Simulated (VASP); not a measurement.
Level of theory: PBE GGA, VASP's PBE PAW potentials (set 64) (plane waves; VASP).

VASP input:

**INCAR**
```
SYSTEM = BaSr11Ti12O36
PREC = Normal
ENCUT = 400
EDIFF = 1E-5
NELM = 100
ALGO = Fast
LREAL = Auto
LASPH = .TRUE.
ISMEAR = 0
SIGMA = 0.05
GGA = PE
LMAXMIX = 4
LWAVE = .FALSE.
LCHARG = .FALSE.
NELMIN = 4
ISYM = 0
NELECT = 382.0
IBRION = 2
ISIF = 2
NSW = 120
EDIFFG = -0.03
```

POSCAR:
```
BaSr11Ti12O36
1.0
  7.8921562860   0.0000000000   0.0000000000
  0.0000000000   7.8921562860   0.0000000000
  0.0000000000   0.0000000000  11.8382344290
Sr Ti O Ba
11 12 36 1
Direct
  0.0083196207   0.0049342573   0.9925140262
  0.0063513206   0.9952492830   0.3257425305
  0.0089971377   0.0012186698   0.6611286305
  0.0082971097   0.5051068506   0.9929530106
  0.0064537459   0.4950614037   0.3254901334
  0.0093683711   0.5004981869   0.6602881561
  0.5084660340   0.0050143315   0.9927995829
  0.5085612225   0.9954366241   0.3254440932
  0.5094191320   0.0009237107   0.6602769270
  0.5084743593   0.5051454251   0.9923870518
  0.5101435309   0.5005652383   0.6604663155
  0.2597114600   0.2556464488   0.1547401147
  0.2598142135   0.2398093417   0.4900140464
  0.2624437274   0.2546584149   0.8224861318
  0.2595577356   0.7580298532   0.1546032836
  0.2594936488   0.7435843696   0.4896306831
  0.2622100867   0.7545284745   0.8221850233
  0.7617335367   0.2562132315   0.1545532037
  0.7627043445   0.2407030532   0.4897113352
  0.7622091571   0.2546665267   0.8221762118
  0.7621990222   0.7580558894   0.1544686607
  0.7628723157   0.7435108017   0.4897891336
  0.7621689866   0.7545640051   0.8220141996
  0.2345958722   0.9946684764   0.1735817471
  0.9955613125   0.2338594276   0.1732355772
  0.2462996158   0.2473048512   0.0022822790
  0.2376588693   0.0041473648   0.5103278468
  0.9968130615   0.2634181716   0.5089918777
  0.2428737190   0.2457072941   0.3369890147
  0.2337379078   0.9994190430   0.8392353379
  0.9954150533   0.2486836990   0.8432892869
  0.2458690511   0.2515945579   0.6698182620
  0.2333542711   0.4938238460   0.1718340230
  0.9953624980   0.7370362836   0.1740940456
  0.2444188234   0.7489363363   0.0021935257
  0.2374909994   0.5047399075   0.5091031102
  0.9965393850   0.7660024867   0.5092807504
  0.2417728966   0.7519447557   0.3367643425
  0.2340772129   0.4994916410   0.8399727832
  0.9949032002   0.7475907463   0.8420471733
  0.2470031330   0.7502885982   0.6697196035
  0.7378566158   0.9947325581   0.1734052031
  0.4951757415   0.2313049909   0.1724514418
  0.7460811310   0.2466463772   0.0022845196
  0.7397375732   0.0049499058   0.5101585211
  0.4957949903   0.2603910661   0.5100251747
  0.7505275514   0.2447447386   0.3369290497
  0.7330441894   0.9994959999   0.8382717542
  0.4948706541   0.2490100527   0.8428688755
  0.7475760803   0.2516735527   0.6698767640
  0.7418158394   0.4949692393   0.1709278044
  0.4953309502   0.7418018174   0.1714438639
  0.7468396533   0.7495865218   0.0018813336
  0.7420874032   0.5050889687   0.5093564860
  0.4955155554   0.7667745163   0.5074511310
  0.7499541403   0.7540299962   0.3370453641
  0.7329093614   0.4995330833   0.8390795159
  0.4946460288   0.7474498688   0.8433518033
  0.7449100735   0.7506103997   0.6695747385
  0.5029997660   0.4969454687   0.3303025840
```

### KPOINTS
```
Automatic mesh
0
Gamma
1 1 1
0 0 0
```

POTCAR, in this order: Sr_sv Ti O Ba_sv (PBE.64 set). Program: vasp_gam.

The cell is charged, with a uniform compensating background. The supercell is sampled at Γ alone, which is coarse: total energies, pressure and levels can be off, energies of defects by several tenths of an eV.

Question: Estimate the energy per atom (σ→0).

Answer: 
The energy per atom (σ→0) is -7.981 eV/atom.

**OSZICAR**
```
...
RMM:   3    -0.478879412949E+03    0.12839E-03   -0.15844E-03   606   0.945E-02    0.147E-01
RMM:   4    -0.478879464835E+03   -0.51886E-04   -0.34250E-04   649   0.468E-02    0.707E-02
RMM:   5    -0.478879458803E+03    0.60318E-05   -0.14024E-04   617   0.268E-02    0.555E-02
RMM:   6    -0.478879547132E+03   -0.88329E-04   -0.10427E-04   582   0.194E-02    0.172E-01
RMM:   7    -0.478879410019E+03    0.13711E-03   -0.69352E-05   545   0.213E-02    0.182E-02
RMM:   8    -0.478879455822E+03   -0.45803E-04   -0.43501E-05   394   0.135E-02    0.783E-03
RMM:   9    -0.478879457852E+03   -0.20302E-05   -0.16936E-05   331   0.780E-03
  28 F= -.47887946E+03 E0= -.47884702E+03  d E =-.568140E-03
```

The cell is a supercell with a defect, built from SrTiO3 (cubic perovskite, the ideal cubic form; the compound distorts at low or room temperature): Ba_Sr, charge +2. The run is not spin-polarised, so no state with unpaired spins was tried.
